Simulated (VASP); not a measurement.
These are revTPSS meta-GGA, VASP's PBE PAW potentials (set 64) (plane waves; VASP) values and carry that method's errors.

Input for VASP

File POSCAR:
```
NaCl
1
    0.0000000000     2.7726560582     2.7726560582
    2.7726560582     0.0000000000     2.7726560582
    2.7726560582     2.7726560582     0.0000000000
Na Cl
1 1
Direct
  0.0000000000   0.0000000000   0.0000000000
  0.5000000000   0.5000000000   0.5000000000
```

File KPOINTS:
```
Automatic mesh
0
G
8 8 8
0 0 0
```

**INCAR**
```
! general
SYSTEM  = NaCl
PREC    = Accurate
ENCUT   = 520
LREAL   = .FALSE.   ! projection in real space or not
LASPH   = .TRUE.

! electronic loop
EDIFF   = 1E-7   ! SCF stop (eV)
NELM    = 100   ! most electronic steps
ALGO    = Normal   ! blocked Davidson
LMIXTAU = .TRUE.

! smearing
ISMEAR  = 0   ! Gaussian
SIGMA   = 0.05   ! width (eV)

! functional
METAGGA = RTPSS

! ions
ISIF    = 2   ! forces and stress, cell fixed

! output
LWAVE   = .FALSE.
LCHARG  = .FALSE.
```

POTCAR, in this order: Na_pv Cl (PBE.64 set). Program: vasp_std.

**Question.** Estimate the energy per atom (σ→0), pressure, band gap (on the k-mesh).

**Answer.** 
```json
{
  "energy per atom (σ→0)": "-4.685 eV/atom",
  "band gap (on the k-mesh)": "5.61 eV",
  "pressure": "1.71 GPa"
}
```

**OSZICAR**
```
...
DAV:  11    -0.936930891456E+01   -0.40745E-02   -0.15443E-03   740   0.437E-01    0.823E-02
DAV:  12    -0.936894433791E+01    0.36458E-03   -0.24679E-04   713   0.204E-01    0.712E-02
DAV:  13    -0.936938596128E+01   -0.44162E-03   -0.16801E-04   686   0.195E-01    0.275E-02
DAV:  14    -0.936941805315E+01   -0.32092E-04   -0.17978E-05   692   0.581E-02    0.118E-02
DAV:  15    -0.936941672691E+01    0.13262E-05   -0.26976E-06   737   0.264E-02    0.570E-03
DAV:  16    -0.936941983878E+01   -0.31119E-05   -0.20455E-06   644   0.215E-02    0.133E-03
DAV:  17    -0.936941987024E+01   -0.31455E-07   -0.26859E-07   728   0.645E-03
   1 F= -.93694199E+01 E0= -.93694199E+01  d E =-.267397E-17
```

The compound is NaCl in the rock salt structure. This cell is one point of a volume scan, at 0.94 of the reference volume.
